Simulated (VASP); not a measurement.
Data:

```xyz
2
Lattice="0.0000 2.9823 2.9823 2.9823 0.0000 2.9823 2.9823 2.9823 0.0000" Properties=species:S:1:pos:R:3 pbc="T T T"
Ca     0.0000     0.0000     0.0000
Se     2.9823     2.9823     2.9823
```

Level of theory: PBE GGA, VASP's PBE PAW potentials (set 64) (plane waves; VASP 6.6.1). Settings: 520 eV cut-off, Gaussian smearing of 0.050 eV, potentials Ca_sv Se.

Problem. Estimate the band gap (along the path) with the smallest direct gap where there is one.

Solution. 
```json
{
 "band gap (along the path)": "2.08 eV",
 "smallest direct gap (along the path)": "2.99 eV"
}
```

The absolute energy has meaning only against runs of the same code, potentials and settings.

The compound is CaSe in the rock salt structure. It was relaxed first.
